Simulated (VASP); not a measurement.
All values below come from vdW-DF2, VASP's PBE PAW potentials (set 64) (plane waves; VASP 6.6.1).

VASP ran on this input.

KPOINTS:
```
K-points
0
gamma
13 13 13
0 0 0
```

**POSCAR**
```
CuZn
1
    3.0692003392     0.0000000000     0.0000000000
    0.0000000000     3.0692003392     0.0000000000
    0.0000000000     0.0000000000     3.0692003392
Zn Cu
1 1
Direct
  0.5000000000   0.5000000000   0.5000000000
  0.0000000000   0.0000000000   0.0000000000
```

**INCAR**
```
LASPH  =  .True.
ISMEAR  =  -5   # tetrahedra, Bloechl
NEDOS  =  601   # DOS grid
ENCUT  =  520   # plane-wave cut-off (eV)
LCHARG  =  .True.
ZAB_VDW  =  -1.8867
EDIFF  =  1E-7
SYSTEM  =  CuZn
LWAVE  =  .False.
ALGO  =  Normal
AGGAC  =  0.0
ISIF  =  2   # forces and stress, cell fixed
LREAL  =  .False.   # projection in real space or not
LMAXMIX  =  4   # l cut-off of mixed one-centre charges
LUSE_VDW  =  .True.
GGA  =  ML
NELM  =  100
PREC  =  Accurate
LORBIT  =  11
```

POTCAR, in this order: Zn Cu (PBE.64 set). Program: vasp_std.

The run wrote:

File OSZICAR:
```
       N       E                     dE             d eps       ncg     rms          rms(c)
DAV:   1     0.121019295418E+03    0.12102E+03   -0.11693E+04  2584   0.244E+03
DAV:   2     0.476722656481E+01   -0.11625E+03   -0.11315E+03  2527   0.326E+02
DAV:   3     0.121213524826E+01   -0.35551E+01   -0.35432E+01  3115   0.764E+01
DAV:   4     0.118498661140E+01   -0.27149E-01   -0.27146E-01  3038   0.596E+00
DAV:   5     0.118460190683E+01   -0.38470E-03   -0.38475E-03  3360   0.732E-01    0.762E+00
DAV:   6     0.125595381865E+01    0.71352E-01   -0.13372E+01  2598   0.894E+01    0.520E+00
DAV:   7     0.195511260521E+01    0.69916E+00   -0.29181E+00  2614   0.657E+01    0.153E+00
DAV:   8     0.195446610881E+01   -0.64650E-03   -0.13739E-01  3582   0.563E+00    0.904E-01
DAV:   9     0.195973735836E+01    0.52712E-02   -0.19607E-02  3115   0.322E+00    0.566E-02
DAV:  10     0.195952624751E+01   -0.21111E-03   -0.11389E-03  3822   0.614E-01    0.369E-02
DAV:  11     0.195946799607E+01   -0.58251E-04   -0.21776E-04  3661   0.301E-01    0.173E-02
DAV:  12     0.195947110785E+01    0.31118E-05   -0.18810E-05  3088   0.569E-02    0.549E-03
DAV:  13     0.195947279454E+01    0.16867E-05   -0.65898E-07  3542   0.162E-02    0.996E-04
DAV:  14     0.195947340582E+01    0.61128E-06   -0.19444E-07  2493   0.765E-03    0.111E-03
DAV:  15     0.195947312255E+01   -0.28326E-06   -0.95332E-08  1442   0.898E-03    0.222E-04
DAV:  16     0.195947312773E+01    0.51814E-08   -0.26143E-08  1330   0.193E-03
   1 F= 0.19594731E+01 E0= 0.19594731E+01  d E =0.000000E+00
```

### OUTCAR
```
------------------------ aborting loop because EDIFF is reached ----------------------------------------
  FORCE on cell =-STRESS in cart. coord.  units (eV):
  Direction    XX          YY          ZZ          XY          YZ          ZX
  --------------------------------------------------------------------------------------
  Total        0.0086438      0.0086438      0.0086438     -0.0000000      0.0000000     -0.0000000
  in kB        0.4790028      0.4790028      0.4790028     -0.0000000      0.0000000     -0.0000000
  external PRESSURE =       0.4790028 kB  Pullay stress =       0.0000000 kB
  volume of cell :       28.91
      direct lattice vectors                 reciprocal lattice vectors
     3.069200339  0.000000000  0.000000000     0.325817767  0.000000000  0.000000000
     0.000000000  3.069200339  0.000000000     0.000000000  0.325817767  0.000000000
     0.000000000  0.000000000  3.069200339     0.000000000  0.000000000  0.325817767
 POSITION                                       TOTAL-FORCE (eV/Angst)
 -----------------------------------------------------------------------------------
      1.53460      1.53460      1.53460         0.000000      0.000000      0.000000
      0.00000      0.00000      0.00000         0.000000      0.000000      0.000000
 -----------------------------------------------------------------------------------
    total drift:                                0.000000      0.000000     -0.000000
  FREE ENERGIE OF THE ION-ELECTRON SYSTEM (eV)
  ---------------------------------------------------
  free  energy   TOTEN  =         1.9594731277 eV

  energy  without entropy=        1.9594731277  energy(sigma->0) =        1.95947313

 total charge

# of ion       s       p       d       tot
------------------------------------------
    1        0.602   0.428   9.752  10.782
    2        0.421   0.303   9.229   9.953
--------------------------------------------------
tot          1.023   0.731  18.981  20.735
```
(Selected blocks of OUTCAR.)

For a metal the tetrahedron method with Blöchl corrections gives inexact stress and forces.

The compound is CuZn in the CsCl type structure. It was relaxed first, which changed the volume by +13 %. The electron count is odd and the run is not spin-polarised, which forces a metal.
